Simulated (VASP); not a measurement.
An input for Quantum ESPRESSO's pw.x (written as the equivalent of a VASP run, and not itself run):

```
&CONTROL
  calculation = 'scf'
  pseudo_dir = './pseudo'
  outdir = './out'
  tprnfor = .true.
  tstress = .true.
/
&SYSTEM
  ibrav = 0
  nat = 2
  ntyp = 2
  ecutwfc = 70
  occupations = 'smearing'
  smearing = 'gaussian'
  degauss = 0.003675
  input_dft = 'pbe'
/
&ELECTRONS
  conv_thr = 7.3e-08
  electron_maxstep = 100
/
ATOMIC_SPECIES
  In 114.818 In.upf
  P 30.974 P.upf
CELL_PARAMETERS angstrom
     0.0000000    2.9787198    2.9787198
     2.9787198    0.0000000    2.9787198
     2.9787198    2.9787198    0.0000000
ATOMIC_POSITIONS crystal
  In   0.0000000  0.0000000  0.0000000
  P    0.2500000  0.2500000  0.2500000
K_POINTS automatic
  6 6 6 0 0 0
```

Problem. Translate this input to VASP (INCAR, KPOINTS, POSCAR, choice of POTCAR).

Solution. One answer among several that fit: 
INCAR:
```
SYSTEM = InP
PREC = Accurate
ENCUT = 520
EDIFF = 1E-6
NELM = 100
ALGO = Normal
LREAL = .FALSE.
LASPH = .TRUE.
ISMEAR = 0
SIGMA = 0.05
GGA = PE
LMAXMIX = 4
LWAVE = .TRUE.
LCHARG = .FALSE.
```

POSCAR:
```
InP
1
    0.0000000000     2.9787197880     2.9787197880
    2.9787197880     0.0000000000     2.9787197880
    2.9787197880     2.9787197880     0.0000000000
In P
1 1
Direct
  0.0000000000   0.0000000000   0.0000000000
  0.2500000000   0.2500000000   0.2500000000
```

### KPOINTS
```
Automatic
0
G
  6 6 6
```

POTCAR, in this order: In_d P (PBE.64 set). Program: vasp_std.

What does not carry over: the potentials are each code's own (VASP's PAW set, PseudoDojo norm-conserving files in pw.x), so ENCUT and ecutwfc are chosen apart and not converted; conv_thr bounds pw.x's estimated SCF error, while EDIFF bounds the energy change between steps.

The compound is InP in the zinc blende structure. It was relaxed first.
